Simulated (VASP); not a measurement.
## Lattice vibrations of HfO2

Aim: the phonon dispersion and thermal properties of HfO2. The start is a cell from a database of measured crystal structures.

Program: VASP 6.6.1. Level of theory: LDA; plane waves and PAW (Hf, O). Results are calculated unless marked as measured.

## (1) The structure

Symmetry: Fm-3m, No. 225, cubic system. The conventional cell has a = 5.115 Å, b = 5.115 Å, c = 5.115 Å, α = 90.00°, β = 90.00°, γ = 90.00°. Hf has 8 O at 2.21 Å nearest. Nearest to O lie 4 Hf at 2.21 Å. Farther neighbours and most contacts between anions are not listed.

Coordinates:

```xyz
3
Lattice="0.0000 2.5575 2.5575 2.5575 0.0000 2.5575 2.5575 2.5575 0.0000" Properties=species:S:1:pos:R:3 pbc="T T T"
Hf    0.0000    0.0000    0.0000
O     3.8363    3.8363    3.8363
O     1.2788    1.2788    1.2788
```

## (2) Relax the host

The later steps need the crystal at this functional's own lattice; a raised cutoff keeps the stress reliable while the cell changes.

INCAR reads:

```
SYSTEM = HfO2
PREC = Accurate
ENCUT = 520
EDIFF = 1E-06
NELM = 120
ISMEAR = 0
SIGMA = 0.05
LREAL = .FALSE.
ALGO = Normal
GGA = CA
NBANDS = 14
LASPH = .TRUE.
LORBIT = 11
LWAVE = .FALSE.
LCHARG = .FALSE.
KPAR = 4
IBRION = 2
NSW = 40
ISIF = 3
EDIFFG = -0.02
POTIM = 0.4
```

POSCAR reads:

```
HfO2
1.0
    0.0000000000      2.5575000000      2.5575000000
    2.5575000000      0.0000000000      2.5575000000
    2.5575000000      2.5575000000      0.0000000000
Hf O
1 2
Direct
    0.0000000000      0.0000000000      0.0000000000
    0.7500000000      0.7500000000      0.7500000000
    0.2500000000      0.2500000000      0.2500000000
```

KPOINTS reads:

```
Automatic mesh
0
Gamma
6 6 6
0 0 0
```

The projector-augmented-wave data sets are Hf and O (LDA family, release 64).

Command:

```
$ mpirun -np 4 vasp_std
```

The log of the run:

```text
[banner, memory and clock lines left out]
running    4 mpi-ranks, on    1 nodes
 distrk:  each k-point on    1 cores,    4 groups
 distr:  one band on    1 cores,    1 groups

 POSCAR found type information on POSCAR HfO
 POSCAR found :  2 types and       3 ions
 LDA part: xc-table for (Slater(with rela. corr.)+CA(PZ))
 , standard interpolation
 POSCAR, INCAR and KPOINTS ok, starting setup
 FFT: planning ... GRIDC
 FFT: planning ... GRID_SOFT
 FFT: planning ... GRID
 WAVECAR not read
 entering main loop
       N       E                     dE             d eps       ncg     rms          rms(c)
DAV:   1     0.604674277778E+02    0.60467E+02   -0.79654E+03   448   0.104E+03
DAV:   2    -0.350630106153E+02   -0.95530E+02   -0.90143E+02   688   0.223E+02
DAV:   3    -0.387756431922E+02   -0.37126E+01   -0.36990E+01   568   0.439E+01
DAV:   4    -0.387990591746E+02   -0.23416E-01   -0.23412E-01   520   0.404E+00
DAV:   5    -0.387993594580E+02   -0.30028E-03   -0.30028E-03   568   0.379E-01    0.227E+01
DAV:   6    -0.333819535016E+02    0.54174E+01   -0.16463E+01   508   0.323E+01    0.109E+01
DAV:   7    -0.331389890900E+02    0.24296E+00   -0.49356E-01   484   0.568E+00    0.586E+00
DAV:   8    -0.330142153985E+02    0.12477E+00   -0.17358E-01   466   0.394E+00    0.581E-01
DAV:   9    -0.330133700442E+02    0.84535E-03   -0.52094E-03   598   0.610E-01    0.218E-01
DAV:  10    -0.330129083948E+02    0.46165E-03   -0.70664E-04   514   0.207E-01    0.836E-02
DAV:  11    -0.330128686031E+02    0.39792E-04   -0.66242E-05   496   0.720E-02    0.108E-02
DAV:  12    -0.330128682597E+02    0.34349E-06   -0.28226E-06   616   0.132E-02
   1 F= -.33012868E+02 E0= -.33012868E+02  d E =-.330129E+02
 curvature:   0.00 expect dE= 0.000E+00 dE for cont linesearch  0.000E+00
 trial: gam= 0.00000 g(F)=  0.644E-51 g(S)=  0.735E+00 ort = 0.000E+00 (trialstep = 0.100E+01)
 search vector abs. value=  0.735E+00
 bond charge predicted
       N       E                     dE             d eps       ncg     rms          rms(c)
DAV:   1    -0.359491008712E+02   -0.29362E+01   -0.53750E+01   490   0.734E+01    0.169E+01
DAV:   2    -0.330650572142E+02    0.28840E+01   -0.99432E+00   460   0.278E+01    0.764E+00
DAV:   3    -0.329691093536E+02    0.95948E-01   -0.32755E-01   496   0.563E+00    0.469E+00
DAV:   4    -0.329330636883E+02    0.36046E-01   -0.34945E-02   478   0.180E+00    0.644E-01
DAV:   5    -0.329311855967E+02    0.18781E-02   -0.34145E-03   502   0.522E-01    0.114E-01
DAV:   6    -0.329311739967E+02    0.11600E-04   -0.68093E-04   580   0.202E-01    0.455E-02
DAV:   7    -0.329311603516E+02    0.13645E-04   -0.71513E-05   532   0.715E-02    0.175E-02
DAV:   8    -0.329311607014E+02   -0.34979E-06   -0.12271E-06   438   0.996E-03
   2 F= -.32931161E+02 E0= -.32931161E+02  d E =0.817076E-01
[...]
3 F= -.33196887E+02 E0= -.33196887E+02  d E =-.184019E+00
 curvature:  -0.21 expect dE=-0.716E-04 dE for cont linesearch -0.716E-04
 ZBRENT: interpolating
 opt :   0.4784  next Energy=   -33.196952 (dE=-0.184E+00)
 bond charge predicted
       N       E                     dE             d eps       ncg     rms          rms(c)
DAV:   1    -0.331972307839E+02   -0.34380E-03   -0.45730E-03   490   0.649E-01    0.160E-01
DAV:   2    -0.331969757744E+02    0.25501E-03   -0.10066E-03   460   0.272E-01    0.688E-02
DAV:   3    -0.331969650448E+02    0.10730E-04   -0.29470E-05   466   0.530E-02    0.408E-02
DAV:   4    -0.331969622198E+02    0.28250E-05   -0.24086E-06   490   0.139E-02    0.243E-03
DAV:   5    -0.331969621295E+02    0.90298E-07   -0.20370E-07   224   0.392E-03
   4 F= -.33196962E+02 E0= -.33196962E+02  d E =-.184094E+00
 curvature:  -0.19 expect dE=-0.748E-09 dE for cont linesearch -0.748E-09
 trial: gam= 0.00000 g(F)=  0.432E-49 g(S)=  0.393E-08 ort =-0.538E-04 (trialstep = 0.896E+00)
 search vector abs. value=  0.403E-08
 reached required accuracy - stopping structural energy minimisation
```

Elapsed: 11 s, on 4 MPI ranks of Intel Xeon Platinum 8559C (Emerald Rapids), shared host; peak memory 0.57 GiB.

The logs omit lines about the potential files and the build; timing stands in the text.

Parts of OUTCAR (step 2):

```text
ion  position               nearest neighbor table
   1  0.000  0.000  0.000-   2 2.21   2 2.21   2 2.21   2 2.21   3 2.21   3 2.21   3 2.21   3 2.21

  LATTYP: Found a face centered cubic cell.
 ALAT       =     5.1150000000

 Subroutine GETGRP returns: Found 48 space group operations
 (whereof 48 operations were pure point group operations)

The static configuration has the point symmetry O_h .

 Found     16 irreducible k-points:

   k-points           NKPTS =     16   k-points in BZ     NKDIM =     16   number of bands    NBANDS=     14

   dimension x,y,z NGX =    28 NGY =   28 NGZ =   28
   dimension x,y,z NGXF=    56 NGYF=   56 NGZF=   56

   ENCUT  =  520.0 eV  38.22 Ry    6.18 a.u.   6.72  6.72  6.72*2*pi/ulx,y,z

   NELECT =      16.0000    total number of electrons

 k-points in reciprocal lattice and weights: Automatic mesh
   0.00000000  0.00000000  0.00000000       0.005
   0.16666667  0.00000000  0.00000000       0.037
   0.33333333  0.00000000  0.00000000       0.037
   0.50000000  0.00000000  0.00000000       0.019
   0.16666667  0.16666667  0.00000000       0.028
   0.33333333  0.16666667  0.00000000       0.111
   0.50000000  0.16666667  0.00000000       0.111
  -0.33333333  0.16666667  0.00000000       0.111
  -0.16666667  0.16666667  0.00000000       0.056
[...]
-0.33333333  0.33333333  0.16666667       0.111
  -0.33333333  0.50000000  0.16666667       0.056

 average (electrostatic) potential at core
       1 -35.5234       2 -69.9030       3 -69.9030

 E-fermi :   5.1651

 k-point     1 :       0.0000    0.0000    0.0000
  band No.  band energies     occupation
    ...
      4      -0.9042      2.00000
      5      -0.9042      2.00000
      6       4.2089      2.00000
      7       4.2089      2.00000
      8       4.2089      2.00000
      9       8.6258      0.00000
     10       8.6258      0.00000
     11      10.9913      0.00000
     12      15.8783      0.00000
     13      15.8783      0.00000
    ...

 k-point     2 :       0.1667    0.0000    0.0000
  band No.  band energies     occupation
    ...
      4      -0.6273      2.00000
      5      -0.1097      2.00000
      6       3.4563      2.00000
      7       3.6969      2.00000
      8       3.6969      2.00000
      9       9.1543      0.00000
     10       9.1543      0.00000
     11      11.8927      0.00000
     12      14.7030      0.00000
     13      15.3843      0.00000
    ...

 k-point     3 :       0.3333    0.0000    0.0000
  band No.  band energies     occupation
    ...
      4      -0.0711      2.00000
      5       1.3415      2.00000
      6       2.2554      2.00000
      7       3.0705      2.00000
      8       3.0705      2.00000
      9       9.5566      0.00000
     10       9.5566      0.00000
     11      11.9110      0.00000
     12      14.7616      0.00000
     13      14.8138      0.00000
    ...

  Total        0.0003193      0.0003193      0.0003193     -0.0000000      0.0000000      0.0000000
  in kB        0.0165906      0.0165906      0.0165906     -0.0000000      0.0000000      0.0000000
  external PRESSURE =       0.0165906 kB  Pullay stress =       0.0000000 kB

  energy-cutoff  :      520.00
  volume of cell :       30.83
      direct lattice vectors                 reciprocal lattice vectors
     0.000000000  2.488817336  2.488817336    -0.200898633  0.200898633  0.200898633
     2.488817336  0.000000000  2.488817336     0.200898633 -0.200898633  0.200898633
     2.488817336  2.488817336 -0.000000000     0.200898633  0.200898633 -0.200898633

 POSITION                                       TOTAL-FORCE (eV/Angst)
 -----------------------------------------------------------------------------------
      4.97763      2.48882      2.48882        -0.000000      0.000000      0.000000
      3.73323      3.73323      3.73323         0.000000      0.000000      0.000000
      1.24441      1.24441      1.24441        -0.000000     -0.000000     -0.000000
 -----------------------------------------------------------------------------------
    total drift:                                0.000000      0.000000      0.000000

  FREE ENERGIE OF THE ION-ELECTRON SYSTEM (eV)
  ---------------------------------------------------
  free  energy   TOTEN  =       -33.1969621295 eV

  energy  without entropy=      -33.1969621295  energy(sigma->0) =      -33.19696213

 reached required accuracy - stopping structural energy minimisation

 total charge
# of ion       s       p       d       tot
------------------------------------------
    1        0.488   0.825   2.147   3.460
    2        1.551   3.556   0.000   5.107
    3        1.551   3.556   0.000   5.107
--------------------------------------------------
tot          3.589   7.938   2.147  13.674

[... 3 further parts left out ...]
```

CONTCAR:

```
HfO2
   1.00000000000000
     0.0000000000000000    2.4888173355074863    2.4888173355074863
     2.4888173355074863    0.0000000000000000    2.4888173355074863
     2.4888173355074863    2.4888173355074863   -0.0000000000000000
  Hf              O
     1     2
Direct
     0.0000000000000000    1.0000000000000000    1.0000000000000000
     0.7500000000000000    0.7500000000000000    0.7500000000000000
     0.2500000000000000    0.2500000000000000    0.2500000000000000
```

The gap is read on the k-mesh alone, so it is an upper bound where the band edges lie off the mesh. The data set Hf keeps the semicore shell frozen, which is cheaper and a little less accurate. The run keeps the 48 symmetry operations of its start, so it cannot find a distortion of lower symmetry.

Relaxation path:

```tsv
step	energy less that of the first step (eV)	largest force (eV/Å)	pressure (GPa)	volume (Å³)
1	0.0000	0.0000	-20.90	33.46
2	0.0817	0.0000	34.16	28.13
3	-0.1840	0.0000	-0.49	30.88
4	-0.1841	0.0000	0.00	30.83
```

```tsv
conventional cell, symmetrised	before	after	change
a (Å)	5.115	4.978	-2.7 %
b (Å)	5.115	4.978	-2.7 %
c (Å)	5.115	4.978	-2.7 %
volume (Å³/atom)	11.15	10.28	-7.8 %
```

Final coordinates:

```cif
data_structure
_symmetry_space_group_name_H-M 'P 1'
_symmetry_Int_Tables_number 1
_cell_length_a 3.5197
_cell_length_b 3.5197
_cell_length_c 3.5197
_cell_angle_alpha 60.000
_cell_angle_beta 60.000
_cell_angle_gamma 60.000
_cell_volume 30.83
loop_
_atom_site_label
_atom_site_type_symbol
_atom_site_fract_x
_atom_site_fract_y
_atom_site_fract_z
_atom_site_occupancy
Hf1 Hf 0.00000 0.00000 0.00000 1
O2 O 0.75000 0.75000 0.75000 1
O3 O 0.25000 0.25000 0.25000 1
```

A gap read on the k-mesh alone can miss the band edges.

Numbers from this step:

* electronic cycles: 32
* electrons: 16
* free energy (TOTEN): -33.20 eV
* Fermi energy: 5.165 eV
* pressure: 0.001659 GPa
* labelled metallic, from the levels on this mesh: no
* gap on the k-mesh: 3.718 eV
* least direct gap on the k-mesh: 3.718 eV

The run ended after 4 ionic steps, 0.184 eV below its first step, once forces and stress met EDIFFG = -0.02.

## (3) Relax the host again, on a new basis

The volume changed by more than 5 %, so the plane waves of the start no longer fit; a second relaxation removes that error.

Changes to INCAR since step 2:

```diff
@@ -17,3 +17,3 @@
 IBRION = 2
-NSW = 40
+NSW = 30
 ISIF = 3
```

POSCAR reads:

```
HfO2
1.0
    0.0000000000      2.4888173355      2.4888173355
    2.4888173355      0.0000000000      2.4888173355
    2.4888173355      2.4888173355      0.0000000000
Hf O
1 2
Direct
    0.0000000000      0.0000000000      0.0000000000
    0.7500000000      0.7500000000      0.7500000000
    0.2500000000      0.2500000000      0.2500000000
```

KPOINTS reads:

```
Automatic mesh
0
Gamma
7 7 7
0 0 0
```

Command:

```
$ mpirun -np 4 vasp_std
```

The log of the run:

```text
[... set-up lines as in an earlier step ...]
 entering main loop
       N       E                     dE             d eps       ncg     rms          rms(c)
DAV:   1     0.547691206285E+02    0.54769E+02   -0.81494E+03   560   0.106E+03
DAV:   2    -0.356229316799E+02   -0.90392E+02   -0.83544E+02   832   0.218E+02
DAV:   3    -0.388320309091E+02   -0.32091E+01   -0.31969E+01   722   0.423E+01
DAV:   4    -0.388482106779E+02   -0.16180E-01   -0.16176E-01   638   0.348E+00
DAV:   5    -0.388483811643E+02   -0.17049E-03   -0.17048E-03   710   0.316E-01    0.270E+01
DAV:   6    -0.335134342526E+02    0.53349E+01   -0.15576E+01   626   0.323E+01    0.130E+01
DAV:   7    -0.333028101021E+02    0.21062E+00   -0.32944E-01   602   0.499E+00    0.705E+00
DAV:   8    -0.331940075244E+02    0.10880E+00   -0.12090E-01   608   0.342E+00    0.497E-01
DAV:   9    -0.331932071987E+02    0.80033E-03   -0.43419E-03   764   0.572E-01    0.178E-01
DAV:  10    -0.331928467991E+02    0.36040E-03   -0.69987E-04   620   0.209E-01    0.714E-02
DAV:  11    -0.331928158053E+02    0.30994E-04   -0.54118E-05   626   0.656E-02    0.771E-03
DAV:  12    -0.331928155088E+02    0.29653E-06   -0.24961E-06   750   0.115E-02
   1 F= -.33192816E+02 E0= -.33192816E+02  d E =-.331928E+02
 curvature:   0.00 expect dE= 0.000E+00 dE for cont linesearch  0.000E+00
 trial: gam= 0.00000 g(F)=  0.289E-49 g(S)=  0.810E-05 ort = 0.000E+00 (trialstep = 0.100E+01)
 search vector abs. value=  0.810E-05
 reached required accuracy - stopping structural energy minimisation
```

The job ended after 5 s (4 MPI ranks; peak memory 0.54 GiB).

OUTCAR, selected parts (step 3):

```text
  LATTYP: Found a face centered cubic cell.
 ALAT       =     4.9776346710

The static configuration has the point symmetry O_h .

 Found     20 irreducible k-points:

   k-points           NKPTS =     20   k-points in BZ     NKDIM =     20   number of bands    NBANDS=     14

   ENCUT  =  520.0 eV  38.22 Ry    6.18 a.u.   6.54  6.54  6.54*2*pi/ulx,y,z

   NELECT =      16.0000    total number of electrons

 E-fermi :   5.0503

 k-point     1 :       0.0000    0.0000    0.0000
  band No.  band energies     occupation
    ...
      4      -0.9039      2.00000
      5      -0.9039      2.00000
      6       4.2096      2.00000
      7       4.2096      2.00000
      8       4.2096      2.00000
      9       8.6259      0.00000
     10       8.6259      0.00000
     11      10.9915      0.00000
     12      15.8787      0.00000
     13      15.8787      0.00000
    ...

 k-point     2 :       0.1429    0.0000    0.0000
  band No.  band energies     occupation
    ...
      4      -0.6957      2.00000
      5      -0.3015      2.00000
      6       3.6280      2.00000
      7       3.8084      2.00000
      8       3.8084      2.00000
      9       9.0464      0.00000
     10       9.0464      0.00000
     11      11.7235      0.00000
     12      14.9033      0.00000
     13      15.4918      0.00000
    ...

  Total        0.0144850      0.0144850      0.0144850      0.0000000      0.0000000     -0.0000000
  in kB        0.7526984      0.7526984      0.7526984      0.0000000      0.0000000     -0.0000000
  external PRESSURE =       0.7526984 kB  Pullay stress =       0.0000000 kB

  energy-cutoff  :      520.00
  volume of cell :       30.83
      direct lattice vectors                 reciprocal lattice vectors
     0.000000000  2.488817335  2.488817335    -0.200898633  0.200898633  0.200898633
     2.488817335  0.000000000  2.488817335     0.200898633 -0.200898633  0.200898633
     2.488817335  2.488817335  0.000000000     0.200898633  0.200898633 -0.200898633

 POSITION                                       TOTAL-FORCE (eV/Angst)
 -----------------------------------------------------------------------------------
      0.00000      0.00000      0.00000         0.000000     -0.000000     -0.000000
      3.73323      3.73323      3.73323        -0.000000     -0.000000     -0.000000
      1.24441      1.24441      1.24441         0.000000      0.000000      0.000000
 -----------------------------------------------------------------------------------
    total drift:                                0.000000      0.000000      0.000000

  FREE ENERGIE OF THE ION-ELECTRON SYSTEM (eV)
  ---------------------------------------------------
  free  energy   TOTEN  =       -33.1928155088 eV

  energy  without entropy=      -33.1928155088  energy(sigma->0) =      -33.19281551

 total charge
# of ion       s       p       d       tot
------------------------------------------
    1        0.488   0.825   2.148   3.461
    2        1.552   3.556   0.000   5.108
    3        1.552   3.556   0.000   5.108
--------------------------------------------------
tot          3.592   7.937   2.148  13.677

[... 3 parts as in an earlier step ...]

[... 7 further parts left out ...]
```

Little changed from the start: no atom moved by 0.005 Å and no cell edge by 0.1 %.

This step gave:

| Item | Value |
| --- | --- |
| electronic cycles | 12 |
| free energy (TOTEN) | -33.19 eV |
| Fermi energy | 5.050 eV |
| pressure | 0.07527 GPa |
| gap on the k-mesh | 3.868 eV |
| least direct gap on the k-mesh | 4.109 eV |

The start already met the threshold, so nothing moved.

[end of part 1 of 5]

[Lines on the potential files, build, host, timing and source positions are cut from VASP's logs without a mark.]

[Logs are printed without paths, hosts, clocks, repeated set-up lines and the standing remarks that a program may print on its own settings, such as how far it seeks lower states.]

[Hosts, paths, dates, database ids (printed as entryN), source tags and the programs' standing remarks are cut or masked in the printed files.]

[Runs that stopped without an error message from VASP are left out.]
